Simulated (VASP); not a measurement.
Computed with r2SCAN meta-GGA, VASP's PBE PAW potentials (set 64) (plane waves; VASP).

Input for VASP

File KPOINTS:
```
K-points
0
Gamma
11 11 11
0 0 0
```

File POSCAR:
```
Ba
1
   -2.5399915380     2.5399915380     2.5399915380
    2.5399915380    -2.5399915380     2.5399915380
    2.5399915380     2.5399915380    -2.5399915380
Ba
1
Direct
  0.0000000000   0.0000000000   0.0000000000
```

KPOINTS_OPT:
```
k-points along high-symmetry lines
10
Line-mode
Reciprocal
  0.000000   0.000000   0.000000 ! GAMMA
  0.500000  -0.500000   0.500000 ! H

  0.500000  -0.500000   0.500000 ! H
  0.000000  -0.000000   0.500000 ! N

  0.000000  -0.000000   0.500000 ! N
  0.000000   0.000000   0.000000 ! GAMMA

  0.000000   0.000000   0.000000 ! GAMMA
  0.250000   0.250000   0.250000 ! P

  0.250000   0.250000   0.250000 ! P
  0.500000  -0.500000   0.500000 ! H

  0.250000   0.250000   0.250000 ! P
  0.000000  -0.000000   0.500000 ! N
```

**INCAR**
```
! general
SYSTEM  = Ba
PREC    = Accurate
ENCUT   = 400
LREAL   = .False.   ! projection in real space or not
LASPH   = .True.

! electronic loop
EDIFF   = 1E-7   ! SCF stop (eV)
NELM    = 100   ! most electronic steps
ALGO    = Normal   ! blocked Davidson
LMAXMIX = 4
LMIXTAU = .True.

! smearing
ISMEAR  = -5   ! tetrahedra, Bloechl

! functional
METAGGA = R2SCAN

! ions
ISIF    = 2

! output
LWAVE   = .False.
LCHARG  = .False.
LORBIT  = 11
NEDOS   = 601   ! DOS grid
```

POTCAR, in this order: Ba_sv (PBE.64 set). Program: vasp_std.

The resulting files:

### OUTCAR
```
 ion  position               nearest neighbor table
   1  0.000  0.000  0.000-
  LATTYP: Found a body centered cubic cell.
 ALAT       =     5.0799830760
 Subroutine PRICEL returns:
 Original cell was already a primitive cell.
 Subroutine GETGRP returns: Found 48 space group operations
The static configuration has the point symmetry O_h .
The dynamic configuration has the point symmetry O_h .
 Subroutine INISYM returns: Found 48 space group operations
 Subroutine IBZKPT returns following result:
 Found     56 irreducible k-points:

 Following reciprocal coordinates:
            Coordinates               Weight
  0.000000  0.000000  0.000000      1.000000
  0.090909  0.000000  0.000000     12.000000
  0.181818  0.000000  0.000000     12.000000
  0.272727  0.000000  0.000000     12.000000
  0.363636  0.000000  0.000000     12.000000
  0.454545  0.000000  0.000000     12.000000
  0.090909  0.090909  0.000000     24.000000
  0.181818  0.090909  0.000000     48.000000
  0.272727  0.090909  0.000000     48.000000
  0.363636  0.090909  0.000000     48.000000
  0.454545  0.090909  0.000000     24.000000
  0.181818  0.181818  0.000000     24.000000
  0.272727  0.181818 -0.000000     48.000000
  0.363636  0.181818  0.000000     48.000000
  0.272727  0.272727  0.000000     24.000000
  0.363636  0.272727  0.000000     24.000000
  0.090909  0.090909  0.090909      8.000000
  0.181818  0.090909  0.090909     24.000000
  0.272727  0.090909  0.090909     24.000000
  0.363636  0.090909  0.090909     24.000000
 -0.090909  0.090909  0.090909      6.000000
  0.181818  0.181818  0.090909     24.000000
  0.272727  0.181818  0.090909     48.000000
  0.363636  0.181818  0.090909     24.000000
 -0.181818  0.181818  0.090909     24.000000
...
```

OSZICAR:
```
       N       E                     dE             d eps       ncg     rms          rms(c)
DAV:   1     0.269672919246E+02    0.26967E+02   -0.38459E+03  1008   0.769E+02
DAV:   2    -0.268607568782E+02   -0.53828E+02   -0.53200E+02  1218   0.144E+02
DAV:   3    -0.291899635416E+02   -0.23292E+01   -0.23204E+01  1300   0.346E+01
DAV:   4    -0.292436083073E+02   -0.53645E-01   -0.53805E-01  1642   0.453E+00
DAV:   5    -0.292439869828E+02   -0.37868E-03   -0.38886E-03  1426   0.262E-01    0.148E+00
DAV:   6    -0.258191763824E+02    0.34248E+01   -0.10107E+00  1503   0.750E+00    0.132E+00
DAV:   7    -0.259032166306E+02   -0.84040E-01   -0.57803E-02  1138   0.251E+00    0.144E+00
DAV:   8    -0.263170365052E+02   -0.41382E+00   -0.13894E-01  1081   0.447E+00    0.427E-01
DAV:   9    -0.261780431789E+02    0.13899E+00   -0.61594E-02  1193   0.281E+00    0.240E-01
DAV:  10    -0.260944474207E+02    0.83596E-01   -0.16195E-01  1111   0.439E+00    0.229E-01
DAV:  11    -0.261028051967E+02   -0.83578E-02   -0.12805E-03  1635   0.215E-01    0.210E-01
DAV:  12    -0.263981062410E+02   -0.29530E+00   -0.23036E-01  1167   0.371E+00    0.188E-01
DAV:  13    -0.261448824422E+02    0.25322E+00   -0.20099E-01  1168   0.315E+00    0.242E-01
DAV:  14    -0.262075138477E+02   -0.62631E-01   -0.12764E-02  1023   0.695E-01    0.221E-01
DAV:  15    -0.264312845151E+02   -0.22377E+00   -0.24653E-01  1201   0.388E+00    0.605E-02
DAV:  16    -0.264339966268E+02   -0.27121E-02   -0.78084E-03  1280   0.750E-01    0.621E-02
DAV:  17    -0.264334558760E+02    0.54075E-03   -0.20681E-03  1142   0.462E-01    0.722E-02
DAV:  18    -0.264334520860E+02    0.37900E-05   -0.22406E-05  1581   0.330E-02    0.710E-02
DAV:  19    -0.264335438939E+02   -0.91808E-04   -0.13039E-04  1069   0.117E-01    0.743E-02
DAV:  20    -0.264338108551E+02   -0.26696E-03   -0.55951E-04  1132   0.228E-01    0.351E-02
DAV:  21    -0.264339670667E+02   -0.15621E-03   -0.12234E-03  1068   0.386E-01    0.151E-02
DAV:  22    -0.264339761898E+02   -0.91231E-05   -0.35255E-05  1330   0.549E-02    0.132E-02
DAV:  23    -0.264340057274E+02   -0.29538E-04   -0.40255E-05  1086   0.511E-02    0.101E-02
DAV:  24    -0.264340854677E+02   -0.79740E-04   -0.76126E-05  1117   0.777E-02    0.526E-03
DAV:  25    -0.264341048413E+02   -0.19374E-04   -0.11684E-05  1476   0.323E-02    0.451E-03
DAV:  26    -0.264341063201E+02   -0.14788E-05   -0.56638E-07  1307   0.705E-03    0.398E-03
DAV:  27    -0.264341062397E+02    0.80371E-07   -0.24667E-06  1050   0.136E-02    0.118E-03
DAV:  28    -0.264341078009E+02   -0.15611E-05   -0.70574E-07  1036   0.756E-03    0.910E-04
DAV:  29    -0.264341090458E+02   -0.12450E-05   -0.19535E-07  1236   0.329E-03    0.437E-04
DAV:  30    -0.264341094175E+02   -0.37163E-06   -0.46835E-08   545   0.248E-03    0.381E-04
DAV:  31    -0.264341098331E+02   -0.41565E-06   -0.34493E-08   714   0.175E-03    0.279E-04
DAV:  32    -0.264341098793E+02   -0.46218E-07   -0.95414E-09   521   0.116E-03
   1 F= -.26434110E+02 E0= -.26434110E+02  d E =0.000000E+00
       N       E                     dE             ncg
       N       E                     dE             ncg
```

File OUTCAR:
```
------------------------ aborting loop because EDIFF is reached ----------------------------------------
  FORCE on cell =-STRESS in cart. coord.  units (eV):
  Direction    XX          YY          ZZ          XY          YZ          ZX
  --------------------------------------------------------------------------------------
  Total        0.0128769      0.0128769      0.0128769      0.0000000      0.0000000     -0.0000000
  in kB        0.3147488      0.3147488      0.3147488      0.0000000      0.0000000     -0.0000000
  external PRESSURE =       0.3147488 kB  Pullay stress =       0.0000000 kB
  volume of cell :       65.55
      direct lattice vectors                 reciprocal lattice vectors
    -2.539991538  2.539991538  2.539991538     0.000000000  0.196851050  0.196851050
     2.539991538 -2.539991538  2.539991538     0.196851050  0.000000000  0.196851050
     2.539991538  2.539991538 -2.539991538     0.196851050  0.196851050  0.000000000
 POSITION                                       TOTAL-FORCE (eV/Angst)
 -----------------------------------------------------------------------------------
      0.00000      0.00000      0.00000        -0.000000     -0.000000     -0.000000
 -----------------------------------------------------------------------------------
    total drift:                                0.000000     -0.000000      0.000000
  FREE ENERGIE OF THE ION-ELECTRON SYSTEM (eV)
  ---------------------------------------------------
  free  energy   TOTEN  =       -26.4341098793 eV

  energy  without entropy=      -26.4341098793  energy(sigma->0) =      -26.43410988

 total charge

# of ion       s       p       d       tot
------------------------------------------
    1        2.068   5.569   0.250   7.887
```
(Selected blocks of OUTCAR.)

For a metal the tetrahedron method with Blöchl corrections gives inexact stress and forces.

The compound is Ba in the bcc structure. It was relaxed first.
